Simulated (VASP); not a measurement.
Crystal: Ag.

```
Ag
1.0
     0.00000    2.04300    2.04300
     2.04300    0.00000    2.04300
     2.04300    2.04300    0.00000
Ag
1
Direct
  0.00000 0.00000 0.00000
```

Base run:

* Program: VASP 6.6.1
* Functional: PBE
* Potentials or basis: VASP PAW PBE potentials, release 64 (Ag)
* Cutoff: 520 eV
* k mesh: 12 × 12 × 12
* Occupations: fermi-dirac, width 0.05 eV
* Spin: no spin polarisation

Its results: band gap on the k mesh none (metal or under the smearing width); pressure 4.7 GPa.

Problem. After a change of settings the same cell gave: band gap on the k mesh none (metal or under the smearing width); pressure -2.8 GPa. Which change was it?
A. k mesh from 12 × 12 × 12 to 28 × 28 × 28
B. k mesh from 12 × 12 × 12 to 20 × 20 × 20
C. functional from PBE to PBEsol; k mesh from 12 × 12 × 12 to 20 × 20 × 20

Solution. C.

Caveats: the PAW data sets were made with another functional, which shifts forces and pressure a little (some runs).

Not every run made on this cell is shown here.
